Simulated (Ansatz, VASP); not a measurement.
# Cross-check of Mo (Mo(110), 5 layers) between VASP and Ansatz, part 2 of 2

Wanted: the spread between two codes on one cell, functional and k mesh. Of the first pair: The structure shown is the start of the Ansatz relaxation below; VASP solves that cell, so the two are compared at the walk's first step.

VASP 6.6.1 and Ansatz 0.2.0.

So far. Step 4 (Differences): The forces differ by 8.9 meV/Å r.m.s., which is 3.1 % of the r.m.s. force of 0.288 eV/Å (both taken over all components). With vacuum in the cell, a pressure given here is an average over mostly empty space and none of the material.

## 5. Ansatz: relaxation, PBE

Level of this step: Ansatz beside VASP: Kohn-Sham DFT, plane waves, PBE (Ansatz).

This run makes the geometry at which the two programs are then compared.

The structure compared here is the end of the Ansatz relaxation.

Input file input.yaml:

```yaml
crystal:
  lattice:
    - [2.2273863607, -1.575, 0.0]
    - [2.2273863607, 1.575, 0.0]
    - [0.0, 0.0, 23.909545443]
  atoms:
    - { symbol: Mo, position: [0.0, 0.0, 0.3136822495] }
    - { symbol: Mo, position: [0.5, 0.5, 0.4068411248] }
    - { symbol: Mo, position: [0.0, 0.0, 0.5] }
    - { symbol: Mo, position: [0.5, 0.5, 0.5931588752] }
    - { symbol: Mo, position: [0.0, 0.0, 0.6863177505] }
kpoints:
  mp_grid: { grid: [10, 10, 1] }
hamiltonian:
  xc: pbe
scf:
  occupations: { method: fermi_dirac, width: 0.1 }
  convergence: { dr2_threshold: 1.0e-08 }
efield:
  axis: 3
  dipole_correction: true
  ramp_position: 0.97
  ramp_width: 0.04
relax:
  f_tol: 0.01
  constraints: [{ sites: [0, 1, 2] }]
output:
  write_potential: true
  write_density: true
  volumetric_format: npy
```

The run is started by

```bash
$ ansatz run input.yaml --threads 4 --pin off --max-ram 8192MiB --backend cpu --events-out ev --progress --plain --runs-dir out
```

Numbers of over 12 decimals in the logs are rounded to 6 here.

The log of the run:

```text
[...]
Crystal: 5 atoms, lattice volume = 167.756 Å³
Basis set: ecut = 420 eV, 3329 PW (Γ), exchange–correlation on 40×40×320 points (8 copies of the dense FFT grid, shifted against one another)
Bands: 42, of which v1, the nominal top of the filled ones, is band 35 counted from 1 (34 counted from 0)
Symmetry: 4 space group operations
k-points: 31 of 100
[...]
F+E_penalty+E_count = -24777.66680716 eV   max|allowed force component| = 2.860e-3 eV/Å
  atoms:
    - { symbol: Mo, position: [0.0, 0.0, 0.3136822495] }
    - { symbol: Mo, position: [0.5, 0.5, 0.4068411248] }
    - { symbol: Mo, position: [0.0, 0.0, 0.5] }
    - { symbol: Mo, position: [0.5, 0.5, 0.594305] }
    - { symbol: Mo, position: [9.943721858371425e-19, -9.943721858371425e-19, 0.683958] }
[key lines of the parts left out:]
SCF converged after 7 iterations
Free energy (F): -24777.666807 eV
Fermi energy:    7.474823 eV
Dipole field:    D = 0.004543 V/Å  (p = 0.004212 e·Å, saw-weighted, corrected)
Work function:   Φ+ = 4.5514 eV   Φ− = 4.6601 eV
```

## 6. VASP: single point, PBE, relaxed cell, pair 2

The same cell, functional, mesh and smearing now go to VASP, with its own data sets.

Input file INCAR:

```
SYSTEM = Mo
PREC = Accurate
ENCUT = 400
EDIFF = 1E-06
NELM = 120
ISMEAR = -1
SIGMA = 0.1
LREAL = .FALSE.
ALGO = Normal
GGA = PE
NBANDS = 43
LASPH = .TRUE.
LORBIT = 11
LWAVE = .FALSE.
LCHARG = .FALSE.
ISIF = 2
LDIPOL = .TRUE.
IDIPOL = 3
DIPOL = 0.5 0.5 0.5
LVHAR = .TRUE.
GGA_COMPAT = .FALSE.
NELMDL = -8
KPAR = 2
```

Input file POSCAR:

```
Mo
1.0
    2.2273863607     -1.5750000000      0.0000000000
    2.2273863607      1.5750000000      0.0000000000
    0.0000000000      0.0000000000     23.9095454430
Mo
5
Direct
    0.0000000000      0.0000000000      0.3136822495
    0.5000000000      0.5000000000      0.4068411248
    0.0000000000      0.0000000000      0.5000000000
    0.5000000000      0.5000000000      0.5943045598
    0.0000000000      0.0000000000      0.6839577724
```

Input file KPOINTS:

```
Automatic mesh
0
Gamma
10 10 1
0 0 0
```

The projector-augmented-wave data sets are Mo_sv (PBE family, release 64).

The run is started by

```bash
$ mpirun -np 2 vasp_std
```

The log of the run:

```text
[... set-up lines as in an earlier step ...]
 entering main loop
       N       E                     dE             d eps       ncg     rms          rms(c)
DAV:   1     0.674660744373E+03    0.67466E+03   -0.41619E+04  3458   0.127E+03
DAV:   2    -0.319659312769E+02   -0.70663E+03   -0.69257E+03  3018   0.435E+02
DAV:   3    -0.553977647236E+02   -0.23432E+02   -0.22610E+02  3564   0.684E+01
DAV:   4    -0.561197885682E+02   -0.72202E+00   -0.70506E+00  3460   0.948E+00
[...]
DAV:  32    -0.522510837603E+02   -0.42956E-05   -0.78240E-07  1597   0.201E-03    0.103E-03
DAV:  33    -0.522510852534E+02   -0.14931E-05   -0.10012E-06  1546   0.129E-03    0.592E-04
DAV:  34    -0.522510859130E+02   -0.65957E-06   -0.18343E-06  1538   0.873E-04
   1 F= -.52251086E+02 E0= -.52173860E+02  d E =-.154451E+00
```

From OUTCAR (step 6):

```text
  Total       -2.7804909     -2.7285626     -1.1247415      0.0000000      0.0000000      0.0000000
  in kB      -26.5555090    -26.0595602    -10.7420181      0.0000000      0.0000000      0.0000000
  external PRESSURE =     -21.1190291 kB  Pullay stress =       0.0000000 kB

 POSITION                                       TOTAL-FORCE (eV/Angst)
 -----------------------------------------------------------------------------------
      0.00000      0.00000      7.50000         0.000000      0.000000      0.489556
      2.22739      0.00000      9.72739        -0.000000      0.000000     -0.649337
      0.00000      0.00000     11.95477         0.000000      0.000000      0.135613
      2.22739      0.00000     14.20955         0.000000      0.000000     -0.007612
      0.00000      0.00000     16.35312        -0.000000      0.000000      0.031780
 -----------------------------------------------------------------------------------
    total drift:                               -0.000000     -0.000000     -0.000253

  FREE ENERGIE OF THE ION-ELECTRON SYSTEM (eV)
  ---------------------------------------------------
  free  energy   TOTEN  =       -52.2510859130 eV

  energy  without entropy=      -52.0966344504  energy(sigma->0) =      -52.17386018

[... 2 parts as in an earlier step ...]

[... 1 further part left out ...]
[key lines of the parts left out:]
E-fermi :   3.5101
```

## 7. Comparison

Compared:

| quantity | Ansatz | VASP | difference |
| --- | --- | --- | --- |
| work function, lower of the two faces (eV) | 4.55 | 4.55 | 0.00 |
| work function, higher of the two faces (eV) | 4.66 | 4.66 | 0.00 |

Forces (eV/Å; atoms numbered as in POSCAR):

| atom | Ansatz x, y, z | VASP x, y, z |
| --- | --- | --- |
| Mo1 | 0.000, 0.000, 0.514 | 0.000, 0.000, 0.490 |
| Mo2 | 0.000, 0.000, -0.646 | 0.000, 0.000, -0.649 |
| Mo3 | 0.000, 0.000, 0.134 | 0.000, 0.000, 0.136 |
| Mo4 | 0.000, 0.000, -0.003 | 0.000, 0.000, -0.008 |
| Mo5 | 0.000, 0.000, 0.002 | 0.000, 0.000, 0.032 |

The forces differ by 10 meV/Å r.m.s., which is 4.7 % of the r.m.s. force of 0.213 eV/Å (both taken over all components). With vacuum in the cell, a pressure given here is an average over mostly empty space and none of the material.

## 8. Summary of results

- r.m.s. force difference (single point, PBE, start cell, pair 1): 3.1 % of the r.m.s. force
- r.m.s. force difference (single point, PBE, relaxed cell, pair 2): 4.7 % of the r.m.s. force

What this shows: The r.m.s. force difference is 4.7 % of the r.m.s. force (single point, PBE, relaxed cell, pair 2), beyond the 3 % picked in this series as the mark of a large difference. Such differences can come from data sets, numerical settings and the points named under the comparisons, not from the functional's error against experiment.

[Lines on the potential files, build, host, timing and source positions are cut from VASP's logs without a mark.]

[Logs are printed without paths, hosts, clocks, repeated set-up lines and the standing remarks that a program may print on its own settings, such as how far it seeks lower states.]

[Hosts, paths, dates, database ids (printed as entryN), source tags and the programs' standing remarks are cut or masked in the printed files.]
